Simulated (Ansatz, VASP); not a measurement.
# Sn: VASP beside Ansatz, part 2 of 2

One calculation is typed for both programs; each brings its own data sets. How far apart do they land? The cell is taken from a series of runs on this material, whose earlier steps may have relaxed, scaled, displaced or heated it; both programs get it as it stands.

VASP 6.6.1 and Ansatz 0.2.0.

So far: Starting point; VASP: zone-centre phonons, LDA.

## Step 2: VASP: zone-centre phonons, LDA (continued)

Level of this step: LDA; plane waves and PAW (Sn_d) (VASP).

Numbers of over 12 decimals in the logs are rounded to 6 here.

Parts of OUTCAR (step 2):

```text
ion  position               nearest neighbor table
   1  0.500  0.500  0.500-   2 2.83   2 2.83   2 2.83   2 2.83
   2  0.750  0.750  0.750-   1 2.83   1 2.83   1 2.83   1 2.83

  LATTYP: Found a body centered tetragonal cell.
 ALAT       =     4.7137773844
 C/A-ratio  =     1.3301326055

 Subroutine GETGRP returns: Found  4 space group operations
 (whereof  2 operations were pure point group operations)

The static configuration has the point symmetry C_1h.
 The point group associated with its full space group is C_2h.

   k-points           NKPTS =   1728   k-points in BZ     NKDIM =   1728   number of bands    NBANDS=     20

   dimension x,y,z NGX =    36 NGY =   36 NGZ =   36
   dimension x,y,z NGXF=    72 NGYF=   72 NGZF=   72

   ENCUT  =  500.0 eV  36.75 Ry    6.06 a.u.   8.34  8.34  8.59*2*pi/ulx,y,z

   NELECT =      28.0000    total number of electrons

 k-points in reciprocal lattice and weights: Points of the shifted mesh
   0.04166667  0.04166667  0.04166667       0.001
   0.04166667  0.04166667  0.12500000       0.001
   0.04166667  0.04166667  0.20833333       0.001
   0.04166667  0.04166667  0.29166667       0.001
   0.04166667  0.04166667  0.37500000       0.001
   0.04166667  0.04166667  0.45833333       0.001
   0.04166667  0.04166667  0.54166667       0.001
   0.04166667  0.04166667  0.62500000       0.001
   0.04166667  0.04166667  0.70833333       0.001
[...]
0.95833333  0.95833333  0.87500000       0.001
   0.95833333  0.95833333  0.95833333       0.001

 average (electrostatic) potential at core
       1-101.5743       2-101.5743

  Total       -0.7715815     -0.7715815      0.0024926     -0.0175642     -0.0214776     -0.0214775
  in kB      -17.7468081    -17.7468081      0.0573313     -0.4039855     -0.4939969     -0.4939957
  external PRESSURE =     -11.8120950 kB  Pullay stress =       0.0000000 kB

  energy-cutoff  :      500.00
  volume of cell :       69.66
      direct lattice vectors                 reciprocal lattice vectors
     0.000000000  3.333143954  3.134974497    -0.150008523  0.150008523  0.159490931
     3.333143954  0.000000000  3.134974497     0.150008523 -0.150008523  0.159490931
     3.333143954  3.333143954  0.000000000     0.150008523  0.150008523 -0.159490931

 POSITION                                       TOTAL-FORCE (eV/Angst)
 -----------------------------------------------------------------------------------
      3.33250      3.33250      3.13439        -0.001525     -0.001525     -0.000058
      5.00036      5.00036      4.70304         0.001525      0.001525      0.000058
 -----------------------------------------------------------------------------------
    total drift:                                0.000000      0.000000     -0.000000

 Eigenvectors and eigenvalues of the dynamical matrix
 ----------------------------------------------------

   1 f  =    5.419495 THz    34.051693 2PiTHz  180.774905 cm-1    22.413222 meV
             X         Y         Z           dx          dy          dz
      3.332497  3.332497  3.134392     0.448856    0.448856    0.311539
      5.000363  5.000363  4.703045    -0.448856   -0.448856   -0.311539

   2 f  =    5.413837 THz    34.016144 2PiTHz  180.586179 cm-1    22.389823 meV
             X         Y         Z           dx          dy          dz
      3.332497  3.332497  3.134392    -0.500000    0.500000   -0.000000
      5.000363  5.000363  4.703045     0.500000   -0.500000    0.000000

   3 f  =    5.364538 THz    33.706389 2PiTHz  178.941742 cm-1    22.185938 meV
             X         Y         Z           dx          dy          dz
      3.332497  3.332497  3.134392     0.220291    0.220291   -0.634778
      5.000363  5.000363  4.703045    -0.220291   -0.220291    0.634778

   4 f  =    0.000000 THz     0.000000 2PiTHz    0.000002 cm-1     0.000000 meV
             X         Y         Z           dx          dy          dz
      3.332497  3.332497  3.134392     0.162723   -0.666929    0.169488
      5.000363  5.000363  4.703045     0.162723   -0.666929    0.169488

   5 f/i=    0.000000 THz     0.000000 2PiTHz    0.000002 cm-1     0.000000 meV
             X         Y         Z           dx          dy          dz
      3.332497  3.332497  3.134392     0.639492    0.082249   -0.290319
      5.000363  5.000363  4.703045     0.639492    0.082249   -0.290319

   6 f/i=    0.000000 THz     0.000000 2PiTHz    0.000002 cm-1     0.000000 meV
             X         Y         Z           dx          dy          dz
      3.332497  3.332497  3.134392    -0.254109   -0.220091   -0.622084
      5.000363  5.000363  4.703045    -0.254109   -0.220091   -0.622084

 ELASTIC MODULI CONTR FROM IONIC RELAXATION (kBar)
 Direction    XX          YY          ZZ          XY          YZ          ZX
 --------------------------------------------------------------------------------
 XX          -0.1176      0.0362      0.0632     -3.4133     -2.9674      2.4333
 YY           0.0362     -0.1176      0.0632     -2.1605      2.3287     -4.1234
 ZZ           0.0632      0.0632     -0.2157      5.6983     -3.2879     -1.3611
 XY          -3.4133     -2.1605      5.6983   -211.9919      0.5186     -0.1310
 YZ          -2.9674      2.3287     -3.2879      0.5186   -215.6910     20.0247
 ZX           2.4333     -4.1234     -1.3611     -0.1310     20.0247   -218.2887
 --------------------------------------------------------------------------------
```

## Step 3: Ansatz: zone-centre phonons, LDA

Ansatz runs on its PAW soft_1 files.

The same cell, functional (in two slightly different forms), mesh and smearing now go to Ansatz, which takes its cutoff from its data sets.

File input.yaml:

```yaml
crystal:
  lattice:
    - [0.0, 3.3331439535, 3.1349744971]
    - [3.3331439535, 0.0, 3.1349744971]
    - [3.3331439535, 3.3331439535, 0.0]
  atoms:
    - { symbol: Sn, position: [0.4999070439, 0.4999070439, 0.4998987871] }
    - { symbol: Sn, position: [0.7500929561, 0.7500929561, 0.7501012129] }
kpoints:
  mp_grid: { grid: [12, 12, 12], shift: [0.5, 0.5, 0.5] }
hamiltonian:
  xc: lda
  pseudopotentials: { kind: paw, azcp: { folder: soft_1 }, xc_functional: pbe }
scf:
  occupations: { method: gaussian, width: 0.015 }
output:
  eigenvalues: true
phonons:
  method: dfpt
```

The run is started by

```sh
$ ansatz run input.yaml --threads 4 --pin off --max-ram 10240MiB --backend cpu --events-out ev --progress --plain --runs-dir out
```

What it wrote:

```text
Engine: ansatz 0.2.0, aarch64-unknown-linux-gnu
Pseudopotentials: kind: paw
Pseudopotential: Sn, paw, valence charge 14, recommended cutoff 420 eV (normal), soft_1/Sn.paw.azcp
Functional definition: SPW92
  exchange = slater_x
  correlation = pw_c
Crystal: 2 atoms, lattice volume = 69.658 Å³
Basis set: ecut = 420 eV, 1371 PW (Γ), exchange–correlation on 64×64×64 points (8 copies of the dense FFT grid, shifted against one another)
Bands: 18, of which v1, the nominal top of the filled ones, is band 14 counted from 1 (13 counted from 0)
Symmetry: 4 space group operations
k-points: 864 of 1728 (irreducible under 1 space group operation, time reversal used)
Non-local potential: Sn, projectors of the file, l = 0: 2, l = 1: 2, l = 2: 2, l = 3: 1
PAW form: soft (Blöchl's): semilocal exchange-correlation on the pseudo side does not see the compensation charge
PAW frozen core: Sn, regenerated for the run's functional, and the local potential with it (the file was generated under x = pbe(κ = 0.804, μ = 0.219515), c = pbe(β = 0.066725))
PAW one-centre angular grid: Sn, 590 points (default); XC on 64 Gauss nodes
Initial density: superposition of atomic densities (chi_scale 0.1, normalization cell)
Initial wavefunctions: pseudopotential atomic-orbital guess
Functional: x = slater, c = lda
SCF iter   1: F=—  HF=-11759.250890 eV  |F-HF|=—  |Δ(HF+E_count)|=         —  Δρ=2.17e-2  dr2=3.72e-1  ethr=3.10e-3  ⟨swp⟩=6.0  Hψ=84104  notcnv=0
preconditioner: auto → none  [insulator: Δε(μ)=0.055 eV  Ē_g=19.853 eV  σ=0.015 eV  W_gap=0.99  n_scr=14 (ndim 8)  ℏωp=23.5 eV  f_vac=0.007  D(μ)=0.01/eV (n_scr^D=0)  ε∞_Penn≈2.4]
SCF iter   2: F=—  HF=-11759.140303 eV  |F-HF|=—  |Δ(HF+E_count)|=   1.11e-1  Δρ=9.08e-3  dr2=6.06e-2  ethr=1.33e-3  ⟨swp⟩=2.0  Hψ=25910  notcnv=0
SCF iter   3: F=—  HF=-11759.126058 eV  |F-HF|=—  |Δ(HF+E_count)|=   1.42e-2  Δρ=9.57e-4  dr2=4.53e-4  ethr=2.16e-4  ⟨swp⟩=2.0  Hψ=22467  notcnv=0
SCF iter   4: F=—  HF=-11759.126167 eV  |F-HF|=—  |Δ(HF+E_count)|=   1.09e-4  Δρ=4.45e-4  dr2=5.24e-5  ethr=1.62e-6  ⟨swp⟩=2.0  Hψ=30068  notcnv=0
SCF iter   5: F=—  HF=-11759.126161 eV  |F-HF|=—  |Δ(HF+E_count)|=   6.56e-6  Δρ=1.57e-4  dr2=6.55e-6  ethr=1.87e-7  ⟨swp⟩=2.7  Hψ=27868  notcnv=0
SCF iter   6: F=—  HF=-11759.126161 eV  |F-HF|=—  |Δ(HF+E_count)|=   3.21e-8  Δρ=3.60e-5  dr2=4.54e-7  ethr=2.34e-8  ⟨swp⟩=2.0  Hψ=25208  notcnv=0
SCF iter   7: F=—  HF=-11759.126160 eV  |F-HF|=—  |Δ(HF+E_count)|=   3.76e-7  Δρ=9.14e-6  dr2=4.36e-8  ethr=1.62e-9  ⟨swp⟩=2.0  Hψ=26382  notcnv=0
SCF iter   8: F=—  HF=-11759.126160 eV  |F-HF|=—  |Δ(HF+E_count)|=   1.56e-8  Δρ=5.92e-7  dr2=2.00e-10  ethr=1.56e-10  ⟨swp⟩=2.3  Hψ=27935  notcnv=0
SCF iter   9: F=-11759.126160 eV  HF=-11759.126160 eV  |F-HF|=3.64e-12  |Δ(HF+E_count)|=  5.64e-11  Δρ=5.93e-8  dr2=2.87e-12  ethr=1.00e-12  ⟨swp⟩=7.0  Hψ=73938  notcnv=0
SCF 1 converged in 9 iterations: F = -11759.126160 eV  dr2 = 2.87e-12
  greatest PAW one-centre occupation: 0.992 electrons in one spin orbital (limit 2), on the Sn atom at site 1 (counted from 0), in its partial waves of l = 2
DFPT response loops at Γ: preconditioner auto → Kerker (q_TF=auto, 2.344 Å⁻¹) (partly filled bands, converged f_vac=0.086); β = 1.00, the filter's whole step (`scf.mixing.beta` (0.50) is not read by the response loops under this deck's `scf.mixing.preconditioner`; to damp them name `kerker` or `kerker_dos`, under which they read `scf.mixing.beta`, and type it under 1.00, their step now; both keys bind the ground state too); Broyden in place of MSR1
SCF converged after 9 iterations
Free energy (F): -11759.126160 eV
Harris-Foulkes:  -11759.126160 eV  (|F-HF|=3.64e-12)
Internal energy: -11759.126119 eV  (E = F + TS)
E sigma→0 (E₀):  -11759.126140 eV
Entropy (-TS):   -0.000041 eV (-0.021 meV/atom)
Fermi energy:    7.345501 eV
--- Per-component energies (eV) ---
  E_band       = -260.367389
  E_kinetic    = 338.517265
  E_local      = -2650.838183  (includes V_loc(G=0)·N_el)
  E_nonlocal   = 298.871692
  E_hartree    = 1283.433413
  E_xc         = -249.713717
  E_vxc        = -161.920172  (∫ρ·V_xc dr)
  E_paw        = -8451.208806  (= ΣΔE_a)
  E_vpaw       = -651.865393  (= ΣTr[D̂ρ^β])
  E_aug_tail   = 0.000549  (compensation charges beyond the density's cutoff)
  E_ewald      = -2329.038115
  E_core_change = 0.849782  (= ΣΔE_core)
  E_smearing   = -0.000041  (= −TS)
  E_closure    = 0.000000  (closes the sum)
  Σ components = -11759.126160   (vs F -11759.126160, Δ=0.00e0)
--- Band table (eV; the first three rows and the last of 864) ---
  k-point 0: bands = [... 10 lower, -3.2087, 6.0567, 7.2292, 7.3518, 7.6611, 9.3416, 9.6014, 9.6175]
  k-point 1: bands = [... 10 lower, -3.1236, 5.2608, 7.1483, 7.1760, 7.8329, 9.6927, 9.7886, 9.8594]
  k-point 2: bands = [... 10 lower, -2.9103, 4.1407, 6.7791, 6.8643, 7.8489, 9.9996, 10.2134, 10.7074]
  k-point 863: bands = [... 10 lower, -1.6368, 1.0317, 5.8499, 6.3455, 7.3460, 10.3833, 10.7288, 12.9677]
--- Phonons (Γ-DFPT): 2 representative perturbations + reference, on 864 of 1728 k-points (Σ response iterations 6) ---
  k mesh reduced under 1 symmetry operation, with k and −k counted as one. Each operation leaves every solved perturbation unchanged. A smaller set is not used because it would not reduce the number of displacements times k-points to solve
  ASR residual: 6.682e-6 → 0.000e0 eV/Å²; symmetrization residual: 2.908e-6 eV/Å²
  ASR residual per site (eV/Å²): 6.68e-6 6.68e-6
  Γ frequencies (cm⁻¹): 0.00 0.00 0.00 174.67 176.08 179.26
  non-analytic LO–TO correction: not included (Born effective charges unavailable; polar crystals: no LO–TO splitting at Γ)
```

## Step 4: Side by side

Known differences besides the potentials themselves: the two LDA forms differ slightly; the cutoff is 420 eV in Ansatz and 500 eV in VASP; VASP's log shows a relativistic correction to its local exchange, Ansatz's none. Total energies have different zeros and are not compared.

Compared:

| quantity | Ansatz | VASP | difference |
| --- | --- | --- | --- |
| optical mode 1 (cm⁻¹) | 174.7 | 178.9 | -2.39 % |
| optical mode 2 (cm⁻¹) | 176.1 | 180.6 | -2.50 % |
| optical mode 3 (cm⁻¹) | 179.3 | 180.8 | -0.84 % |

Modes are paired by rising frequency, not by their patterns, so a pair may set unlike modes beside each other; they are those without the splitting of longitudinal modes.

## Step 5: Results

| Item | Value |
| --- | --- |
| r.m.s. difference of the optical zone-centre modes, each program's sorted by frequency (zone-centre phonons, LDA) | 3.7 cm⁻¹ |
| difference in optical mode 2 (zone-centre phonons, LDA) | -2.5 % |

What this shows: The r.m.s. difference of the optical zone-centre modes, each program's sorted by frequency is 3.7 cm⁻¹ (zone-centre phonons, LDA). Among the rows given in per cent, the largest difference of the zone-centre phonons, LDA pair is in optical mode 2, -2.5 %. Such differences can come from data sets, numerical settings and the points named under the comparisons, not from the functional's error against experiment.

[Lines on the potential files, build, host, timing and source positions are cut from VASP's logs without a mark.]

[Logs are printed without paths, hosts, clocks, repeated set-up lines and the standing remarks that a program may print on its own settings, such as how far it seeks lower states.]

[Hosts, paths, dates, database ids (printed as entryN), source tags and the programs' standing remarks are cut or masked in the printed files.]
